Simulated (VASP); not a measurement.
Output of a VASP run:

OSZICAR:
```
       N       E                     dE             d eps       ncg     rms          rms(c)
DAV:   1     0.862633444677E+02    0.86263E+02   -0.11585E+04  2280   0.139E+03
DAV:   2    -0.678004430009E+01   -0.93043E+02   -0.92066E+02  2834   0.286E+02
DAV:   3    -0.139475522724E+02   -0.71675E+01   -0.70747E+01  4203   0.476E+01
DAV:   4    -0.140828103648E+02   -0.13526E+00   -0.13477E+00  2508   0.698E+00
DAV:   5    -0.140860448300E+02   -0.32345E-02   -0.32340E-02  3116   0.819E-01    0.366E+01
DAV:   6    -0.138319566533E+02    0.25409E+00   -0.35821E-01  2295   0.444E+00    0.225E+01
DAV:   7    -0.138145212930E+02    0.17435E-01   -0.70497E-01  3288   0.541E+00    0.181E+00
DAV:   8    -0.138038022411E+02    0.10719E-01   -0.12125E-01  2763   0.236E+00    0.518E-01
DAV:   9    -0.138040482589E+02   -0.24602E-03   -0.55542E-03  2908   0.616E-01    0.278E-01
DAV:  10    -0.138039831058E+02    0.65153E-04   -0.37521E-04  3301   0.147E-01    0.306E-02
DAV:  11    -0.138039846421E+02   -0.15363E-05   -0.22059E-05  2829   0.347E-02    0.227E-02
DAV:  12    -0.138039847493E+02   -0.10722E-06   -0.33370E-06  1967   0.190E-02
   1 F= -.12118452E+02 E0= -.12118296E+02  d E =-.121185E+02
```

**OUTCAR**
```
------------------------ aborting loop because EDIFF is reached ----------------------------------------
  FORCE on cell =-STRESS in cart. coord.  units (eV):
  Direction    XX          YY          ZZ          XY          YZ          ZX
  --------------------------------------------------------------------------------------
  Total        1.6574764      1.6574767      1.7023308      0.0000000      0.0000000      0.0000000
  in kB       49.1677438     49.1677524     50.4983147      0.0000000      0.0000000      0.0000000
  external PRESSURE =      -0.3887297 kB  Pullay stress =      50.0000000 kB
  volume of cell :       54.01
      direct lattice vectors                 reciprocal lattice vectors
     1.705800948 -2.954534169  0.000000000     0.293117436 -0.169231416  0.000000000
     1.705800948  2.954534169  0.000000000     0.293117436  0.169231416  0.000000000
     0.000000000  0.000000000  5.358340393     0.000000000  0.000000000  0.186624949
 POSITION                                       TOTAL-FORCE (eV/Angst)
 -----------------------------------------------------------------------------------
      1.70580      0.98485      1.33959         0.000000      0.000000      0.000000
      1.70580     -0.98485      4.01876        -0.000000     -0.000000      0.000000
 -----------------------------------------------------------------------------------
    total drift:                               -0.000046      0.000486     -0.000010
  FREE ENERGIE OF THE ION-ELECTRON SYSTEM (eV)
  ---------------------------------------------------
  free  energy   TOTEN  =       -13.8039847493 eV

  energy  without entropy=      -13.8035166466  energy(sigma->0) =      -13.80382872
  enthalpy is  TOTEN    =       -12.1184524272 eV   P V=        1.6855323221

 reached required accuracy - stopping structural energy minimisation
```
(Selected blocks of OUTCAR.)

**POSCAR**
```
Y
1
    1.7058009481    -2.9545341687     0.0000000000
    1.7058009481     2.9545341687     0.0000000000
    0.0000000000    -0.0000000000     5.3583403935
Y
2
Direct
  0.3333330000   0.6666670000   0.2500000000
  0.6666670000   0.3333330000   0.7500000000
```

Q: Reconstruct the remaining input files.

A: Several could match; the one computed here: the input of the run itself, LDA (Ceperley-Alder, Perdew-Zunger), plane waves, VASP's LDA PAW potentials (set 64).

### KPOINTS
```
kpoints
0
Gamma
  12 12 7
```

**INCAR**
```
# general
SYSTEM   =  Y
PREC     =  Accurate
ENCUT    =  500
LREAL    =  .FALSE.
LASPH    =  .TRUE.

# electronic loop
EDIFF    =  1E-6
NELM     =  100
ALGO     =  Normal
LMAXMIX  =  4

# smearing
ISMEAR   =  1
SIGMA    =  0.1

# ions
IBRION   =  2
NSW      =  40
ISIF     =  3
EDIFFG   =  -0.02
PSTRESS  =  50

# output
LWAVE    =  .FALSE.
LCHARG   =  .FALSE.
```

POTCAR, in this order: Y_sv (LDA.64 set). Program: vasp_std.

The compound is Y in the hcp structure. It was relaxed first under an external pressure of 5 GPa.
